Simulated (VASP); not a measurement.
Data:

```
CELL_PARAMETERS angstrom
      0.00000     2.28912     2.28912
      2.28912     0.00000     2.28912
      2.28912     2.28912     0.00000
ATOMIC_POSITIONS crystal
  Zr 0.00000 0.00000 0.00000
  N  0.50000 0.50000 0.50000
```

Level of theory: optB86b-vdW, VASP's PBE PAW potentials (set 64) (plane waves; VASP). Numerical set-up: 520 eV cut-off, 15×15×15 Γ-centred mesh, tetrahedra with Blöchl corrections, potentials Zr_sv N.

Task: The job: ZrN (rock salt), 2 atoms, optB86b-vdW, static run, 520 eV, 15×15×15 Γ-centred mesh. Roughly how much core time does it take on a busy server core?

Result: About 30 core-seconds (one run on a shared machine, a rough figure). It had 120 irreducible k-points, 12 bands, up to 657 plane waves and 14 electronic steps.

The compound is ZrN in the rock salt structure. It was relaxed first. The electron count is odd and the run is not spin-polarised, which forces a metal.
